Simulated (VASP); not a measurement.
Energy against volume of CoGa (CsCl type). Computed with PBE GGA with D3 dispersion (zero damping), VASP's PBE PAW potentials (set 64) (plane waves; VASP). Run with 520 eV cut-off, 13×13×13 Γ-centred mesh, first-order Methfessel-Paxton smearing of 0.10 eV, potentials Ga_d Co.

```
V (Å³/atom)  E (eV/atom)
-----------  -----------
10.886          -5.56205
11.233          -5.58339
11.580          -5.58988
11.928          -5.58387
```

Q: Fit these four points and predict the energy of the run at 12.275 Å³/atom.

A: A cubic in V^(−2/3), the third-order Birch-Murnaghan form, passes through the four points with V0 = 11.58 Å³/atom and B0 = 192 GPa, and gives -5.5674 eV/atom there. The run gave -5.5674 eV/atom, +0.0 meV/atom from the fit; all five points give B0 = 192 GPa.

The compound is CoGa in the CsCl type structure. It was relaxed first. The run is not spin-polarised, so no magnetic state was tried.
